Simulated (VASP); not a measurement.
A run of VASP 6.6.1 is set up as follows.

The input INCAR:

```
PREC = Accurate ; ENCUT = 600
EDIFF = 1E-7 ; ISMEAR = -1
SIGMA = 0.05 ; LREAL = False
LASPH = True ; NELM = 80
ALGO = Normal ; ISIF = 3
LWAVE = False ; LCHARG = False
GGA = PS ; IBRION = 2
NSW = 40 ; EDIFFG = -0.01
```

KPOINTS

```
regular mesh
0
Gamma
  8 8 3
```

File POSCAR:

```
CsLi2
1.0
    3.9663300000      0.0000000000      0.0000000000
   -1.9831700000      3.4349500000      0.0000000000
    0.0000000000      0.0000000000     10.0283800000
Cs Li
1 2
Direct
    0.0000000000      0.0000000000      0.0000000000
    0.3333300000      0.6666700000      0.3486300000
    0.3333300000      0.6666700000      0.6513700000
```

Potentials or basis: VASP PAW PBE potentials, release 64 (Cs_sv, Li_sv).

Launch:

```bash
$ cat potpaw_PBE.64/Cs_sv/POTCAR potpaw_PBE.64/Li_sv/POTCAR > POTCAR
$ mpirun -np 1 vasp_std > vasp.out
```

Predict the relaxed volume.

41.07 Å³/atom.

Estimate the relaxed cell.

a = 3.810 Å, b = 3.810 Å, c = 9.800 Å, α = 90.00°, β = 90.00°, γ = 120.00°.

Predict the space group after relaxing (to 0.05 Å).

P-6m2 (No. 187).

Forces on the atoms (eV/Å):
```
Cs   0.000  0.000  0.000
Li   0.000  0.000  0.002
Li   0.000  0.000 -0.002
```

Caveat: the cutoff is under 1.25 times the usual one of these potentials, so pressure, stress and relaxed cells hold a basis-set (Pulay) error; the PAW data sets were made with another functional, which shifts forces and pressure a little. Spin-orbit coupling is left out, which matters for the levels of Cs.
